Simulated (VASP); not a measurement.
Method: PBEsol GGA, VASP's PBE PAW potentials (set 64) (plane waves; VASP).

The input files of a VASP run:

File POSCAR:
```
SiRh2
1.0
  5.3337678671   0.0000000000   0.0000000000
  0.0000000000   3.9276956020   0.0000000000
  0.0000000000   0.0000000000   7.3993154258
Rh Si
8 4
direct
  0.5248044047   0.2500000000   0.7991803230
  0.0248044047   0.2500000000   0.7008196770
  0.4751955953   0.7500000000   0.2008196770
  0.9751955953   0.7500000000   0.2991803230
  0.1612437631   0.2500000000   0.0706167934
  0.6612437631   0.2500000000   0.4293832066
  0.8387562369   0.7500000000   0.9293832066
  0.3387562369   0.7500000000   0.5706167934
  0.7140234127   0.2500000000   0.1034347816
  0.2140234127   0.2500000000   0.3965652184
  0.2859765873   0.7500000000   0.8965652184
  0.7859765873   0.7500000000   0.6034347816
```

File KPOINTS:
```
Automatic mesh
0
Gamma
5 7 4
0 0 0
```

### INCAR
```
ALGO=Normal
EDIFF=1E-6
EDIFFG=-0.02
ENCUT=400
GGA=PS
IBRION=2
ISIF=3
ISMEAR=1
LASPH=.TRUE.
LCHARG=.FALSE.
LMAXMIX=4
LREAL=.FALSE.
LWAVE=.FALSE.
NELM=100
NSW=60
PREC=Accurate
SIGMA=0.1
SYSTEM=SiRh2
```

POTCAR, in this order: Rh_pv Si (PBE.64 set). Program: vasp_std.

The run wrote:

**OSZICAR**
```
       N       E                     dE             d eps       ncg     rms          rms(c)
DAV:   1     0.151896559801E+04    0.15190E+04   -0.69586E+04  6216   0.153E+03
DAV:   2    -0.254368392835E+02   -0.15444E+04   -0.14955E+04  6112   0.514E+02
DAV:   3    -0.101106208326E+03   -0.75669E+02   -0.73095E+02  6747   0.112E+02
DAV:   4    -0.102748743428E+03   -0.16425E+01   -0.16347E+01  6510   0.160E+01
DAV:   5    -0.102777684391E+03   -0.28941E-01   -0.28925E-01  6520   0.209E+00    0.373E+01
DAV:   6    -0.980811105011E+02    0.46966E+01   -0.34163E+01  6191   0.273E+01    0.106E+01
DAV:   7    -0.978835567108E+02    0.19755E+00   -0.60736E+00  6228   0.163E+01    0.976E+00
DAV:   8    -0.975870428931E+02    0.29651E+00   -0.29653E+00  6286   0.123E+01    0.605E+00
DAV:   9    -0.973757364706E+02    0.21131E+00   -0.53510E-01  6504   0.554E+00    0.701E-01
DAV:  10    -0.973776493825E+02   -0.19129E-02   -0.38636E-02  6485   0.985E-01    0.519E-01
DAV:  11    -0.973784179487E+02   -0.76857E-03   -0.78314E-03  6216   0.673E-01    0.256E-01
DAV:  12    -0.973774850449E+02    0.93290E-03   -0.32477E-03  6281   0.501E-01    0.316E-02
DAV:  13    -0.973774887610E+02   -0.37161E-05   -0.19039E-04  6309   0.777E-02    0.139E-02
DAV:  14    -0.973774865515E+02    0.22095E-05   -0.12266E-05  6685   0.260E-02    0.111E-02
DAV:  15    -0.973774853832E+02    0.11683E-05   -0.25977E-06  4305   0.142E-02    0.243E-03
DAV:  16    -0.973774854067E+02   -0.23501E-07   -0.35134E-07  3162   0.289E-03
   1 F= -.97377485E+02 E0= -.97376296E+02  d E =-.973775E+02
       N       E                     dE             d eps       ncg     rms          rms(c)
DAV:   1    -0.973695365278E+02    0.79489E-02   -0.15373E+00  7257   0.116E+01    0.405E-01
DAV:   2    -0.973819663818E+02   -0.12430E-01   -0.15269E-01  5864   0.221E+00    0.177E-01
DAV:   3    -0.973816287524E+02    0.33763E-03   -0.22611E-03  6652   0.255E-01    0.941E-02
DAV:   4    -0.973815841464E+02    0.44606E-04   -0.84676E-04  6393   0.285E-01    0.937E-02
DAV:   5    -0.973814547294E+02    0.12942E-03   -0.40151E-04  6324   0.203E-01    0.194E-02
DAV:   6    -0.973814578476E+02   -0.31181E-05   -0.40255E-05  6393   0.330E-02    0.125E-02
DAV:   7    -0.973814590156E+02   -0.11680E-05   -0.29067E-06  4465   0.990E-03    0.608E-03
DAV:   8    -0.973814599110E+02   -0.89541E-06   -0.47817E-07  3089   0.422E-03
   2 F= -.97381460E+02 E0= -.97380436E+02  d E =-.397450E-02
       N       E                     dE             d eps       ncg     rms          rms(c)
DAV:   1    -0.973641446386E+02    0.17314E-01   -0.24573E+00  7252   0.147E+01    0.513E-01
DAV:   2    -0.973840145203E+02   -0.19870E-01   -0.24397E-01  5854   0.279E+00    0.223E-01
DAV:   3    -0.973834738779E+02    0.54064E-03   -0.35783E-03  6669   0.314E-01    0.117E-01
DAV:   4    -0.973833900776E+02    0.83800E-04   -0.12567E-03  6382   0.340E-01    0.113E-01
DAV:   5    -0.973832022978E+02    0.18778E-03   -0.59984E-04  6324   0.250E-01    0.245E-02
DAV:   6    -0.973832063961E+02   -0.40983E-05   -0.59614E-05  6382   0.406E-02    0.157E-02
DAV:   7    -0.973832079180E+02   -0.15219E-05   -0.45112E-06  5217   0.122E-02    0.753E-03
DAV:   8    -0.973832089993E+02   -0.10813E-05   -0.72720E-07  3054   0.521E-03    0.114E-03
DAV:   9    -0.973832089475E+02    0.51798E-07   -0.20506E-07  2992   0.251E-03
   3 F= -.97383209E+02 E0= -.97382376E+02  d E =-.572354E-02
       N       E                     dE             d eps       ncg     rms          rms(c)
DAV:   1    -0.973994613264E+02   -0.16252E-01   -0.13174E+00  6274   0.967E+00    0.120E+00
DAV:   2    -0.973853688305E+02    0.14092E-01   -0.20008E-01  5911   0.250E+00    0.307E-01
DAV:   3    -0.973839470020E+02    0.14218E-02   -0.71237E-03  6009   0.478E-01    0.168E-01
DAV:   4    -0.973837589768E+02    0.18803E-03   -0.23707E-03  6431   0.483E-01    0.145E-01
DAV:   5    -0.973834502351E+02    0.30874E-03   -0.11826E-03  6321   0.315E-01    0.348E-02
DAV:   6    -0.973834532654E+02   -0.30302E-05   -0.89322E-05  6288   0.587E-02    0.238E-02
DAV:   7    -0.973834499351E+02    0.33303E-05   -0.17016E-05  6298   0.216E-02    0.553E-03
DAV:   8    -0.973834490980E+02    0.83703E-06   -0.24805E-06  3977   0.112E-02
   4 F= -.97383449E+02 E0= -.97382755E+02  d E =-.240151E-03
       N       E                     dE             d eps       ncg     rms          rms(c)
DAV:   1    -0.973871134896E+02   -0.36636E-02   -0.26402E-01  6339   0.433E+00    0.540E-01
DAV:   2    -0.973842396763E+02    0.28738E-02   -0.39737E-02  5899   0.111E+00    0.136E-01
DAV:   3    -0.973839772101E+02    0.26247E-03   -0.13716E-03  6019   0.207E-01    0.734E-02
DAV:   4    -0.973839475186E+02    0.29691E-04   -0.46323E-04  6423   0.209E-01    0.640E-02
DAV:   5    -0.973838940325E+02    0.53486E-04   -0.23151E-04  6328   0.143E-01    0.160E-02
DAV:   6    -0.973838974884E+02   -0.34559E-05   -0.17276E-05  6296   0.261E-02    0.108E-02
DAV:   7    -0.973839005993E+02   -0.31109E-05   -0.32210E-06  4562   0.955E-03    0.241E-03
DAV:   8    -0.973839008714E+02   -0.27202E-06   -0.53116E-07  2974   0.538E-03
   5 F= -.97383901E+02 E0= -.97383145E+02  d E =-.691924E-03
       N       E                     dE             d eps       ncg     rms          rms(c)
DAV:   1    -0.973948379375E+02   -0.10937E-01   -0.47154E-01  5986   0.510E+00    0.876E-01
DAV:   2    -0.973855322665E+02    0.93057E-02   -0.85093E-02  5894   0.160E+00    0.287E-01
DAV:   3    -0.973848213661E+02    0.71090E-03   -0.86838E-03  6297   0.879E-01    0.222E-01
DAV:   4    -0.973841557779E+02    0.66559E-03   -0.26258E-03  6183   0.545E-01    0.918E-02
DAV:   5    -0.973840282595E+02    0.12752E-03   -0.60064E-04  6175   0.137E-01    0.250E-02
DAV:   6    -0.973840332393E+02   -0.49799E-05   -0.39031E-05  6594   0.332E-02    0.168E-02
DAV:   7    -0.973840376736E+02   -0.44343E-05   -0.41683E-06  5327   0.122E-02    0.419E-03
DAV:   8    -0.973840385626E+02   -0.88894E-06   -0.63795E-07  3050   0.700E-03
   6 F= -.97384039E+02 E0= -.97383353E+02  d E =-.137691E-03
       N       E                     dE             d eps       ncg     rms          rms(c)
DAV:   1    -0.973863140963E+02   -0.22764E-02   -0.89840E-02  5978   0.223E+00    0.381E-01
DAV:   2    -0.973845600721E+02    0.17540E-02   -0.16324E-02  5894   0.701E-01    0.126E-01
DAV:   3    -0.973844112017E+02    0.14887E-03   -0.16853E-03  6279   0.381E-01    0.976E-02
DAV:   4    -0.973842790806E+02    0.13212E-03   -0.50350E-04  6184   0.244E-01    0.403E-02
DAV:   5    -0.973842473881E+02    0.31693E-04   -0.11419E-04  6183   0.591E-02    0.108E-02
DAV:   6    -0.973842466890E+02    0.69911E-06   -0.74082E-06  6435   0.145E-02
   7 F= -.97384247E+02 E0= -.97383531E+02  d E =-.345818E-03
       N       E                     dE             d eps       ncg     rms          rms(c)
DAV:   1    -0.973841301756E+02    0.11721E-03   -0.39560E-02  7228   0.184E+00    0.631E-02
DAV:   2    -0.973844330992E+02   -0.30292E-03   -0.37482E-03  5991   0.345E-01    0.306E-02
DAV:   3    -0.973844257061E+02    0.73931E-05   -0.65377E-05  6697   0.567E-02    0.186E-02
DAV:   4    -0.973844230956E+02    0.26105E-05   -0.29549E-05  6385   0.560E-02    0.150E-02
DAV:   5    -0.973844193382E+02    0.37573E-05   -0.96242E-06  5694   0.295E-02    0.256E-03
DAV:   6    -0.973844192855E+02    0.52776E-07   -0.99822E-07  2974   0.542E-03
   8 F= -.97384419E+02 E0= -.97383680E+02  d E =-.172596E-03
```

### OUTCAR
```
------------------------ aborting loop because EDIFF is reached ----------------------------------------
  FORCE on cell =-STRESS in cart. coord.  units (eV):
  Direction    XX          YY          ZZ          XY          YZ          ZX
  --------------------------------------------------------------------------------------
  Total        0.0058898      0.0115041      0.0444290      0.0000000      0.0000000      0.0000000
  in kB        0.0609442      0.1190370      0.4597228      0.0000000      0.0000000      0.0000000
  external PRESSURE =       0.2132347 kB  Pullay stress =       0.0000000 kB
  volume of cell :      154.84
      direct lattice vectors                 reciprocal lattice vectors
     5.331318602 -0.000000000  0.000000000     0.187570857 -0.000000000  0.000000000
     0.000000000  3.920135486  0.000000000     0.000000000  0.255093224  0.000000000
     0.000000000  0.000000000  7.408749976     0.000000000  0.000000000  0.134975536
 POSITION                                       TOTAL-FORCE (eV/Angst)
 -----------------------------------------------------------------------------------
      2.80785      0.98003      5.91159        -0.002515      0.000000      0.008471
      0.14219      0.98003      5.20153        -0.002515      0.000000     -0.008471
      2.52347      2.94010      1.49716         0.002515     -0.000000     -0.008471
      5.18913      2.94010      2.20722         0.002515     -0.000000      0.008471
      0.87127      0.98003      0.51614        -0.004549      0.000000     -0.009632
      3.53693      0.98003      3.18824        -0.004549      0.000000      0.009632
      4.46005      2.94010      6.89261         0.004549     -0.000000      0.009632
      1.79439      2.94010      4.22051         0.004549     -0.000000     -0.009632
      3.81431      0.98003      0.77279         0.007374     -0.000000      0.009254
      1.14865      0.98003      2.93158         0.007374     -0.000000     -0.009254
      1.51700      2.94010      6.63596        -0.007374      0.000000     -0.009254
      4.18266      2.94010      4.47717        -0.007374      0.000000      0.009254
 -----------------------------------------------------------------------------------
    total drift:                                0.000000      0.000000     -0.000000
  FREE ENERGIE OF THE ION-ELECTRON SYSTEM (eV)
  ---------------------------------------------------
  free  energy   TOTEN  =       -97.3844192855 eV

  energy  without entropy=      -97.3822004577  energy(sigma->0) =      -97.38367968

 reached required accuracy - stopping structural energy minimisation
```
(Selected blocks of OUTCAR.)

**CONTCAR**
```
SiRh2
   1.00000000000000
     5.3313186019059255   -0.0000000000000000    0.0000000000000000
     0.0000000000000000    3.9201354860356954    0.0000000000000000
     0.0000000000000000    0.0000000000000000    7.4087499759320066
  Rh              Si
     8     4
Direct
     0.5266702077623139    0.2500000000000000    0.7979200829583890
     0.0266702077623140    0.2500000000000000    0.7020799170416110
     0.4733297922376861    0.7500000000000000    0.2020799170416111
     0.9733297922376861    0.7500000000000000    0.2979200829583889
     0.1634251963589016    0.2500000000000000    0.0696656290086597
     0.6634251963589015    0.2500000000000000    0.4303343709913403
     0.8365748036410985    0.7500000000000000    0.9303343709913404
     0.3365748036410983    0.7500000000000000    0.5696656290086596
     0.7154540970162915    0.2500000000000000    0.1043079831197165
     0.2154540970162914    0.2500000000000000    0.3956920168802834
     0.2845459029837086    0.7500000000000000    0.8956920168802834
     0.7845459029837085    0.7500000000000000    0.6043079831197166
```

### OUTCAR
```
 val. band max:       12.1472196888   @ k =   0.4000   0.0000   0.2500

 cond. band min:      12.1504387352   @ k =   0.0000   0.0000   0.0000


 Fermi energy:        12.1475268512

 k-point     1 :       0.0000    0.0000    0.0000
  band No.  band energies     occupation
      1     -34.5118      2.00000
      2     -34.4505      2.00000
      3     -34.4468      2.00000
      4     -34.4133      2.00000
      5     -34.3836      2.00000
      6     -34.3824      2.00000
      7     -34.3617      2.00000
      8     -34.3362      2.00000
      9     -34.3341      2.00000
     10     -34.3155      2.00000
     11     -34.2460      2.00000
     12     -34.2384      2.00000
     13     -34.2308      2.00000
     14     -34.2209      2.00000
     15     -34.2103      2.00000
     16     -34.1893      2.00000
     17     -34.1639      2.00000
     18     -34.1400      2.00000
     19     -34.1360      2.00000
     20     -34.1355      2.00000
     21     -34.1101      2.00000
     22     -34.0849      2.00000
     23     -34.0800      2.00000
     24     -34.0787      2.00000
     25       0.6572      2.00000
     26       2.6798      2.00000
     27       2.7708      2.00000
     28       3.6749      2.00000
     29       5.5385      2.00000
     30       5.9695      2.00000
     31       6.2063      2.00000
     32       6.2308      2.00000
     33       6.4341      2.00000
     34       6.9448      2.00000
     35       6.9539      2.00000
     36       7.0163      2.00000
     37       7.1632      2.00000
     38       7.1848      2.00000
     39       7.2417      2.00000
     40       7.2811      2.00000
     41       7.8994      2.00000
     42       7.9450      2.00000
     43       8.0817      2.00000
     44       8.2594      2.00000
     45       8.5853      2.00000
     46       8.5968      2.00000
     47       9.1025      2.00000
     48       9.1358      2.00000
     49       9.5517      2.00000
     50       9.6567      2.00000
     51       9.7416      2.00000
...
```

The structure was generated: SiRh2 was put into the Co2Si type (Pnma), which need not be its known phase. This run relaxes it. Symmetry was kept, so distortions that lower it aren't found. The start is the result of an earlier pass.
